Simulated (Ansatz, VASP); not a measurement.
# SbW: VASP beside Ansatz, part 2 of 2

Wanted: the spread between two codes on one cell, functional and k mesh. The cell is generated by rule, not measured, and may not be a known phase. The cell is taken from a series of runs on this material, whose earlier steps may have relaxed, scaled, displaced or heated it; both programs get it as it stands.

VASP 6.6.1 and Ansatz 0.2.0.

So far: Starting point; VASP: zone-centre phonons, PBEsol.

The structure was built from a prototype and need not be the compound's stable phase.

### 3. Ansatz: zone-centre phonons, PBEsol

Level of this step: Ansatz beside VASP: Kohn-Sham DFT, plane waves, PBEsol (Ansatz).

Ansatz runs on its default PAW (the set named soft_2) files.

The same cell, functional, mesh and smearing now go to Ansatz, which takes its cutoff from its data sets.

The input, input.yaml:

```yaml
crystal:
  lattice:
    - [3.5131348361, -2.8644e-06, 0.0]
    - [-1.7565649374, 3.0424654472, 0.0]
    - [0.0, 0.0, 3.6265618163]
  atoms:
    - { symbol: W, position: [0.0, 0.0, 0.0] }
    - { symbol: Sb, position: [0.3333333333, 0.6666666667, 0.5] }
kpoints:
  mp_grid: { grid: [12, 12, 10] }
hamiltonian:
  xc: pbesol
scf:
  occupations: { method: methfessel_paxton, width: 0.15 }
output:
  eigenvalues: true
phonons:
  method: dfpt
  qmesh: [3, 3, 2]
  temperatures: { t_max: 1000, t_step: 50 }
  qpath:
    path:
      - [[0.0, 0.0, 0.0], [0.5, 0.0, 0.0], [0.33333333, 0.33333333, 0.0], [0.0, 0.0, 0.0], [0.0, 0.0, 0.5], [0.5, 0.0, 0.5], [0.33333333, 0.33333333, 0.5], [0.0, 0.0, 0.5]]
      - [[0.5, 0.0, 0.5], [0.5, 0.0, 0.0]]
      - [[0.33333333, 0.33333333, 0.5], [0.33333333, 0.33333333, 0.0]]
    npoints: 10
```

Run with:

```console
$ ansatz run input.yaml --threads 4 --pin off --max-ram 7168MiB --backend cpu --events-out ev --progress --plain --runs-dir out
```

Numbers of over 12 decimals in the logs are rounded to 6 here.

The log of the run:

```text
Engine: ansatz 0.2.0, aarch64-unknown-linux-gnu
Pseudopotentials: kind: paw
Pseudopotential: W, paw, valence charge 14, recommended cutoff 420 eV (normal), W.paw.azcp
Pseudopotential: Sb, paw, valence charge 15, recommended cutoff 420 eV (normal), Sb.paw.azcp
Functional definition: PBEsol
  exchange = pbesol_x
  correlation = pbesol_c
Crystal: 2 atoms, lattice volume = 38.763 Å³
Basis set: ecut = 420 eV, 763 PW (Γ), exchange–correlation on 48×48×50 points (8 copies of the dense FFT grid, shifted against one another)
Bands: 19, of which v1, the nominal top of the filled ones, is band 15 counted from 1 (14 counted from 0)
Symmetry: 12 space group operations
k-points: 114 of 1440 (time reversal used)
Non-local potential: W, projectors of the file, l = 0: 3, l = 1: 2, l = 2: 2, l = 3: 1
Non-local potential: Sb, projectors of the file, l = 0: 2, l = 1: 2, l = 2: 2, l = 3: 2
PAW form: soft (Blöchl's): semilocal exchange-correlation on the pseudo side does not see the compensation charge
PAW frozen core: W, regenerated for the run's functional, and the local potential with it (the file was generated under x = pbe(κ = 0.804, μ = 0.219515), c = pbe(β = 0.066725))
PAW frozen core: Sb, regenerated for the run's functional, and the local potential with it (the file was generated under x = pbe(κ = 0.804, μ = 0.219515), c = pbe(β = 0.066725))
PAW one-centre angular grid: W, 590 points (default); XC on 64 Gauss nodes
PAW one-centre angular grid: Sb, 590 points (default); XC on 64 Gauss nodes
Initial density: superposition of atomic densities (neutral atoms: chi_scale 0, normalization atom), corrected by the library's trained network
Initial wavefunctions: pseudopotential atomic-orbital guess
Functional: x = pbesol(κ = 0.804, μ = 0.123457), c = pbesol(β = 0.046)
SCF iter   1: F=—  HF=-16663.323218 eV  |F-HF|=—  |Δ(HF+E_count)|=         —  Δρ=8.30e-3  dr2=8.61e-3  ethr=1.77e-3  ⟨swp⟩=5.3  Hψ=11107  notcnv=0
preconditioner: auto → none  [metal: Δε(μ)=0.039 eV  Ē_g=7.784 eV  σ=0.150 eV  W_gap=0.21  n_scr=8 (ndim 8)  ℏωp=19.8 eV  f_vac=0.000  D(μ)=1.10/eV (n_scr^D=8)  sad-step TF]
SCF iter   2: F=—  HF=-16663.322593 eV  |F-HF|=—  |Δ(HF+E_count)|=   6.24e-4  S|Δr|=    0.00e0  Δρ=4.69e-3  dr2=2.88e-3  ethr=2.97e-5  ⟨swp⟩=1.0  Hψ=3079  notcnv=0
SCF iter   3: F=—  HF=-16663.322595 eV  |F-HF|=—  |Δ(HF+E_count)|=   2.19e-6  S|Δr|=    0.00e0  Δρ=4.12e-4  dr2=4.91e-5  ethr=9.91e-6  ⟨swp⟩=1.0  Hψ=2152  notcnv=0
SCF iter   4: F=—  HF=-16663.322582 eV  |F-HF|=—  |Δ(HF+E_count)|=   1.31e-5  S|Δr|=    0.00e0  Δρ=8.18e-5  dr2=7.75e-7  ethr=1.69e-7  ⟨swp⟩=2.0  Hψ=3345  notcnv=0
SCF iter   5: F=—  HF=-16663.322581 eV  |F-HF|=—  |Δ(HF+E_count)|=   8.75e-7  S|Δr|=    0.00e0  Δρ=1.11e-5  dr2=1.83e-8  ethr=2.67e-9  ⟨swp⟩=2.0  Hψ=3324  notcnv=0
SCF iter   6: F=—  HF=-16663.322581 eV  |F-HF|=—  |Δ(HF+E_count)|=   2.55e-9  S|Δr|=    0.00e0  Δρ=1.85e-6  dr2=5.94e-10  ethr=6.32e-11  ⟨swp⟩=2.1  Hψ=3558  notcnv=0
SCF iter   7: F=—  HF=-16663.322581 eV  |F-HF|=—  |Δ(HF+E_count)|=  3.64e-11  S|Δr|=    0.00e0  Δρ=2.81e-7  dr2=2.51e-11  ethr=2.05e-12  ⟨swp⟩=2.0  Hψ=3707  notcnv=0
SCF iter   8: F=-16663.322581 eV  HF=-16663.322581 eV  |F-HF|=3.64e-12  |Δ(HF+E_count)|=    0.00e0  S|Δr|=    0.00e0  Δρ=4.76e-8  dr2=1.72e-12  ethr=1.00e-12  ⟨swp⟩=6.5  Hψ=9071  notcnv=0
SCF 1 converged in 8 iterations: F = -16663.322581 eV  dr2 = 1.72e-12
  greatest PAW one-centre occupation: 1.000 electrons in one spin orbital (limit 2), on the W atom at site 0 (counted from 0), in its partial waves of l = 0
phonons: the bands overlap, so this run is a metal and interpolates without the dipole-dipole term. If the crystal is really an insulator or semiconductor, its LO-TO splitting is missing
NSCF: frozen V_eff on 114 k-points
NSCF: frozen V_eff on 444 k-points
DFPT response loops at q = (0, 0, 0) (fractional): preconditioner auto → Kerker (q_TF=auto, 2.599 Å⁻¹) (partly filled bands, converged f_vac=0.000); β = 1.00, the filter's whole step (`scf.mixing.beta` (0.50) is not read by the response loops under this deck's `scf.mixing.preconditioner`; to damp them name `kerker` or `kerker_dos`, under which they read `scf.mixing.beta`, and type it under 1.00, their step now; both keys bind the ground state too); Broyden in place of MSR1
NSCF: frozen V_eff on 888 k-points
DFPT response loops at q = (0, 0, -0.5) (fractional): mixed as the last ones told, above
NSCF: frozen V_eff on 1728 k-points
DFPT response loops at q = (0, 0.333333, 0) (fractional): mixed as the last ones told, above
NSCF: frozen V_eff on 1728 k-points
DFPT response loops at q = (0, 0.333333, -0.5) (fractional): mixed as the last ones told, above
NSCF: frozen V_eff on 1728 k-points
DFPT response loops at q = (0.333333, 0.333333, 0) (fractional): mixed as the last ones told, above
NSCF: frozen V_eff on 1728 k-points
DFPT response loops at q = (0.333333, 0.333333, -0.5) (fractional): mixed as the last ones told, above
SCF converged after 8 iterations
Stability not checked: this state was not tested for a lower state beside it, because cold or Methfessel-Paxton smearing, or corrected tetrahedra, fill the levels in a way that the test cannot read (fill_not_monotonic; see scf.lower_state_search)
Free energy (F): -16663.322581 eV
Harris-Foulkes:  -16663.322581 eV  (|F-HF|=3.64e-12)
Internal energy: -16663.322185 eV  (E = F + TS)
E sigma→0 (E₀):  -16663.322482 eV
Entropy (-TS):   -0.000397 eV (-0.198 meV/atom)
Fermi energy:    17.688971 eV
--- Per-component energies (eV) ---
  E_band       = -211.238677
  E_kinetic    = 662.458852
  E_local      = -2020.594930  (includes V_loc(G=0)·N_el)
  E_nonlocal   = 372.531387
  E_hartree    = 869.629346
  E_xc         = -403.343916
  E_vxc        = -336.316053  (∫ρ·V_xc dr)
  E_paw        = -12940.132600  (= ΣΔE_a)
  E_vpaw       = -628.576549  (= ΣTr[D̂ρ^β])
  E_aug_tail   = -0.000063  (compensation charges beyond the density's cutoff)
  E_ewald      = -3204.423910
  E_core_change = 0.553649  (= ΣΔE_core)
  E_smearing   = -0.000397  (= −TS)
  E_closure    = 0.000000  (closes the sum)
  Σ components = -16663.322581   (vs F -16663.322581, Δ=0.00e0)
--- Band table (eV; the first three rows and the last of 114) ---
  k-point 0: bands = [... 11 lower, 15.1186, 15.1186, 16.6937, 17.6615, 17.6615, 22.2605, 22.2605, 22.5766]
  k-point 1: bands = [... 11 lower, 15.1863, 15.1863, 16.6126, 17.4880, 17.4880, 22.4142, 22.4142, 22.9881]
  k-point 2: bands = [... 11 lower, 15.3723, 15.3723, 16.7321, 17.1056, 17.1056, 22.5461, 22.5461, 23.5647]
  k-point 113: bands = [... 11 lower, 12.5161, 14.0896, 16.0787, 18.4979, 18.7255, 20.5969, 21.1428, 21.7267]
--- Phonons (Γ-DFPT): 4 representative perturbations + reference (Σ response iterations 12) ---
  ASR residual: 7.240e-5 → 0.000e0 eV/Å²; symmetrization residual: 7.467e-5 eV/Å²
  ASR residual per site (eV/Å²): 5.78e-5 7.24e-5
  Γ frequencies (cm⁻¹): 0.00 0.00 0.00 208.33 208.33 230.07
--- Phonons (arbitrary-q DFPT): 6 irreducible q on the 3×3×2 mesh ---
  q = [0.0000, 0.0000, 0.0000] (star 1, of the zone-centre solve; hermiticity 1.05e-5, symmetrization 7.72e-8): -0.00 -0.00 -0.00 208.33 208.33 230.07
  q = [0.0000, 0.0000, -0.5000] (star 1, 4 solved perturbations in 1116 linear systems a pass and spin channel, the states on 444 of 1440 k-point pairs; hermiticity 2.43e-7, symmetrization 1.10e-7): 123.80 123.80 145.70 145.70 158.79 216.67
  q = [0.0000, 0.3333, 0.0000] (star 6, 6 solved perturbations in 4392 linear systems a pass and spin channel, the states on 864 of 1440 k-point pairs; hermiticity 8.00e-6, symmetrization 4.01e-7): 43.76 107.10 107.27 201.99 204.42 214.07
  q = [0.0000, 0.3333, -0.5000] (star 6, 6 solved perturbations in 4392 linear systems a pass and spin channel, the states on 864 of 1440 k-point pairs; hermiticity 7.30e-6, symmetrization 3.69e-7): 67.20 107.85 127.18 157.96 216.23 224.46
  q = [0.3333, 0.3333, 0.0000] (star 2, 4 solved perturbations in 2100 linear systems a pass and spin channel, the states on 864 of 1440 k-point pairs; hermiticity 5.43e-6, symmetrization 3.30e-7): 70.09 119.39 139.27 182.66 199.02 206.53
  q = [0.3333, 0.3333, -0.5000] (star 2, 4 solved perturbations in 2100 linear systems a pass and spin channel, the states on 864 of 1440 k-point pairs; hermiticity 6.82e-6, symmetrization 1.25e-7): 52.27 90.05 128.04 184.60 220.99 221.29
  sum rule: each row above includes the acoustic sum rule's correction from the zone centre's row sums; it moved no ω² by more than (0.40 cm⁻¹)²
  mesh force constants: q→R imaginary residual 0.00e0; ASR residual 7.240e-5 → 0.000e0 eV/Å²; symmetrization residual 1.599e-14 eV/Å²
  interpolated dispersion: 93 rows × 6 modes
  density of states and harmonic sums: on the 21×21×18 q-mesh, interpolated from the force constants of a 3×3×2 supercell (no non-analytic term)
  largest difference from the sums on the solved wave vectors: F 3.97e-2 eV, S 5.40e-5 and C_V 1.43e-5 eV/K
  zero-point energy: 0.055035 eV/cell   skipped modes (ω ≤ 0): 3   left out of the sums: 6.30e-5 of the cell's modes: C_V's classical limit lies that fraction below 3 k_B per atom; for a crystal, a wire or a layer, F and S can be off by more, and a phonons.interpolated_qmesh denser along its periods is the remedy for the sampling
```

### 4. Comparison

Known differences besides the potentials themselves: VASP's run holds the zone centre alone; the data sets hold 29 valence electrons in Ansatz (on its default PAW (the set named soft_2) files) and 11 in VASP; the cutoff is 420 eV in Ansatz and 600 eV in VASP; Ansatz makes its cores anew for this functional, VASP keeps those of its PBE data sets. Total energies have different zeros and are not compared.

Both answers:

```tsv
quantity	Ansatz	VASP	difference
optical mode 1 to 2 (cm⁻¹)	208.3	207.5	+0.39 %
optical mode 3 (cm⁻¹)	230.1	228.4	+0.74 %
```

Modes are paired by rising frequency, not by their patterns, so a pair may set unlike modes beside each other; they are those without the splitting of longitudinal modes.

### 5. What came out

```json
{
 "r.m.s. difference of the optical zone-centre modes, each program's sorted by frequency (zone-centre phonons, PBEsol)": "1.2 cm⁻¹",
 "difference in optical mode 3 (zone-centre phonons, PBEsol)": "+0.7 %"
}
```

What this shows: The r.m.s. difference of the optical zone-centre modes, each program's sorted by frequency is 1.2 cm⁻¹ (zone-centre phonons, PBEsol). The data sets hold unlike numbers of valence electrons (29 in Ansatz and 11 in VASP), so part of the differences comes from the potentials. Among the rows given in per cent, the largest difference of the zone-centre phonons, PBEsol pair is in optical mode 3, +0.7 %. Such differences can come from data sets, numerical settings and the points named under the comparisons, not from the functional's error against experiment.

[Lines on the potential files, build, host, timing and source positions are cut from VASP's logs without a mark.]

[Logs are printed without paths, hosts, clocks, repeated set-up lines and the standing remarks that a program may print on its own settings, such as how far it seeks lower states.]

[Hosts, paths, dates, database ids (printed as entryN), source tags and the programs' standing remarks are cut or masked in the printed files.]
